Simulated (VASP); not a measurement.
VASP input:

INCAR:
```
# general
SYSTEM =MgO
PREC   =Accurate
ENCUT  =600
LREAL  =.FALSE.
LASPH  =.TRUE.

# electronic loop
EDIFF  =1E-7
NELM   =100
ALGO   =Normal
LMIXTAU=.TRUE.

# smearing
ISMEAR =0
SIGMA  =0.05

# functional
METAGGA=R2SCAN

# ions
ISIF   =2

# output
LWAVE  =.FALSE.
LCHARG =.FALSE.
```

**POSCAR**
```
MgO
1
    0.0000000000     2.1078869265     2.1078869265
    2.1078869265     0.0000000000     2.1078869265
    2.1078869265     2.1078869265     0.0000000000
Mg O
1 1
Direct
  0.0000000000   0.0000000000   0.0000000000
  0.5000000000   0.5000000000   0.5000000000
```

**KPOINTS**
```
Automatic mesh
0
gamma
10 10 10
```

POTCAR, in this order: Mg O (PBE.64 set). Program: vasp_std.

Q: Write an equivalent input for Ansatz.

A: One equivalent input (not run):
Ansatz 0.2 input:
```yaml
crystal:
  lattice:
    - [0.0000000, 2.1078869, 2.1078869]
    - [2.1078869, 0.0000000, 2.1078869]
    - [2.1078869, 2.1078869, 0.0000000]
  atoms:
    - { symbol: Mg, position: [0.0000000, 0.0000000, 0.0000000] }
    - { symbol: O, position: [0.5000000, 0.5000000, 0.5000000] }
kpoints:
  mp_grid: { grid: [10, 10, 10] }
hamiltonian:
  xc: r2scan
  pseudopotentials: { kind: paw }
scf:
  occupations: { method: gaussian, width: 0.05 }
  max_iter: 100
output: { forces: true, stress: true, eigenvalues: true }
```
The two are equivalent in intent, not identical: each code has its own PAW files, so the cut-off isn't converted (ENCUT is set for VASP's; basis.ecutwfc is left out, and Ansatz then takes the one that its files recommend); Ansatz stops its SCF on the density residual and VASP on the energy change (EDIFF).

The compound is MgO in the rock salt structure. This cell was strained or had an atom moved on purpose.
